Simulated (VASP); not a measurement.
Output of a VASP run:

### OSZICAR
```
       N       E                     dE             d eps       ncg     rms          rms(c)
DAV:   1     0.514315454616E+02    0.51432E+02   -0.64612E+03   704   0.106E+03
DAV:   2    -0.148308679058E+02   -0.66262E+02   -0.60059E+02   808   0.185E+02
DAV:   3    -0.167807038305E+02   -0.19498E+01   -0.19266E+01   888   0.312E+01
DAV:   4    -0.167982121015E+02   -0.17508E-01   -0.17497E-01   844   0.350E+00
DAV:   5    -0.167984748629E+02   -0.26276E-03   -0.26275E-03   872   0.454E-01    0.862E+00
DAV:   6    -0.163429986791E+02    0.45548E+00   -0.24844E+00   800   0.155E+01    0.224E+00
DAV:   7    -0.162628973399E+02    0.80101E-01   -0.19961E-01   792   0.461E+00    0.169E+00
DAV:   8    -0.162332263528E+02    0.29671E-01   -0.31434E-02   804   0.177E+00    0.251E-01
DAV:   9    -0.162332125022E+02    0.13851E-04   -0.19717E-03   844   0.436E-01    0.163E-01
DAV:  10    -0.162333655563E+02   -0.15305E-03   -0.33203E-04   792   0.153E-01    0.181E-02
DAV:  11    -0.162333626616E+02    0.28946E-05   -0.18736E-05   840   0.459E-02    0.837E-03
DAV:  12    -0.162333644735E+02   -0.18119E-05   -0.55312E-06   756   0.180E-02    0.227E-03
DAV:  13    -0.162333643858E+02    0.87712E-07   -0.58422E-07   876   0.785E-03
   1 F= -.15587770E+02 E0= -.15588007E+02  d E =-.155878E+02
```

**OUTCAR**
```
------------------------ aborting loop because EDIFF is reached ----------------------------------------
  FORCE on cell =-STRESS in cart. coord.  units (eV):
  Direction    XX          YY          ZZ          XY          YZ          ZX
  --------------------------------------------------------------------------------------
  Total        0.6467569      0.6467569      0.6467569      0.0000000      0.0000000     -0.0000000
  in kB       20.0360138     20.0360138     20.0360138      0.0000000      0.0000000     -0.0000000
  external PRESSURE =       0.0360138 kB  Pullay stress =      20.0000000 kB
  volume of cell :       51.72
      direct lattice vectors                 reciprocal lattice vectors
     0.000000000  2.957127914  2.957127914    -0.169082980  0.169082980  0.169082980
     2.957127914  0.000000000  2.957127914     0.169082980 -0.169082980  0.169082980
     2.957127914  2.957127914  0.000000000     0.169082980  0.169082980 -0.169082980
 POSITION                                       TOTAL-FORCE (eV/Angst)
 -----------------------------------------------------------------------------------
      1.47856      1.47856      1.47856        -0.000000     -0.000000     -0.000000
      4.43569      4.43569      4.43569        -0.000000      0.000000      0.000000
      0.00000      0.00000      0.00000         0.000000     -0.000000      0.000000
 -----------------------------------------------------------------------------------
    total drift:                                0.000000     -0.000000     -0.000000
  FREE ENERGIE OF THE ION-ELECTRON SYSTEM (eV)
  ---------------------------------------------------
  free  energy   TOTEN  =       -16.2333643858 eV

  energy  without entropy=      -16.2340752310  energy(sigma->0) =      -16.23360133
  enthalpy is  TOTEN    =       -15.5877700055 eV   P V=        0.6455943803

 reached required accuracy - stopping structural energy minimisation
```
(Selected blocks of OUTCAR.)

POSCAR:
```
PtAl2
1
   -0.0000000000     2.9571279137     2.9571279137
    2.9571279137    -0.0000000000     2.9571279137
    2.9571279137     2.9571279137     0.0000000000
Al Pt
2 1
Direct
  0.2500000000   0.2500000000   0.2500000000
  0.7500000000   0.7500000000   0.7500000000
  0.0000000000   0.0000000000   0.0000000000
```

Question: Reconstruct the remaining input files.

Answer: Several could match; the one computed here: the input of the run itself, PBE GGA, plane waves, VASP's PBE PAW potentials (set 64).

**INCAR**
```
SYSTEM = PtAl2
PREC = Accurate
ENCUT = 480
EDIFF = 1E-7
NELM = 100
ALGO = Normal
LREAL = .FALSE.
LASPH = .TRUE.
ISMEAR = 1
SIGMA = 0.1
GGA = PE
LMAXMIX = 6
LWAVE = .FALSE.
LCHARG = .FALSE.
ISIF = 3
IBRION = 2
NSW = 40
EDIFFG = -0.01
PSTRESS = 20
```

**KPOINTS**
```
Regular mesh
0
Gamma
8 8 8
```

POTCAR, in this order: Al Pt (PBE.64 set). Program: vasp_std.

The compound is PtAl2 in the fluorite structure. It was relaxed first under an external pressure of 2 GPa.
